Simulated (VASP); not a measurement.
OSZICAR of a VASP run on Ni3Al (L1_2):

### OSZICAR
```
       N       E                     dE             d eps       ncg     rms          rms(c)
DAV:   1     0.189505019739E+03    0.18951E+03   -0.14399E+04  2816   0.204E+03
DAV:   2    -0.154181431670E+02   -0.20492E+03   -0.19819E+03  2812   0.365E+02
DAV:   3    -0.258279496255E+02   -0.10410E+02   -0.95435E+01  3056   0.110E+02
DAV:   4    -0.260860589815E+02   -0.25811E+00   -0.25576E+00  3208   0.158E+01
DAV:   5    -0.260936769395E+02   -0.76180E-02   -0.76162E-02  3324   0.254E+00    0.194E+01
DAV:   6    -0.272109622265E+02   -0.11173E+01   -0.76705E+01  3144   0.142E+02    0.213E+01
DAV:   7    -0.219192137238E+02    0.52917E+01   -0.21418E+01  3088   0.761E+01    0.230E+00
DAV:   8    -0.219122017075E+02    0.70120E-02   -0.49673E-01  3044   0.600E+00    0.154E+00
DAV:   9    -0.218930118899E+02    0.19190E-01   -0.56098E-02  3624   0.341E+00    0.837E-01
DAV:  10    -0.218947894038E+02   -0.17775E-02   -0.25331E-03  3412   0.600E-01    0.683E-01
DAV:  11    -0.218930248098E+02    0.17646E-02   -0.27661E-02  3412   0.279E+00    0.674E-01
DAV:  12    -0.218969911654E+02   -0.39664E-02   -0.40704E-03  3336   0.126E+00    0.240E-01
DAV:  13    -0.218974184449E+02   -0.42728E-03   -0.60250E-04  3556   0.331E-01    0.102E-01
DAV:  14    -0.218974796579E+02   -0.61213E-04   -0.11619E-04  3460   0.153E-01    0.207E-02
DAV:  15    -0.218974821599E+02   -0.25020E-05   -0.12714E-05  3216   0.473E-02    0.965E-03
DAV:  16    -0.218974827236E+02   -0.56367E-06   -0.17846E-06  1808   0.273E-02
   1 F= -.21897483E+02 E0= -.21897257E+02  d E =-.218975E+02  mag=     0.7238
```

Q: Which electronic solver shows in the log?

A: It is blocked Davidson (ALGO = Normal, or the opening steps of other solvers). The INCAR had ALGO = Normal.

Q: How was spin treated?

A: Collinear spin (ISPIN = 2): the summary line carries one mag value, 0.72 μB in the cell.

Q: Can the final energy be trusted as converged?

A: The run converged. It stopped with EDIFF = 1E-6, NELM = 100, NSW = 40 and EDIFFG = -0.02 after 1 ionic step (PBE GGA, plane waves, VASP's PBE PAW potentials (set 64)).

The compound is Ni3Al in the L1_2 structure. It was relaxed first.
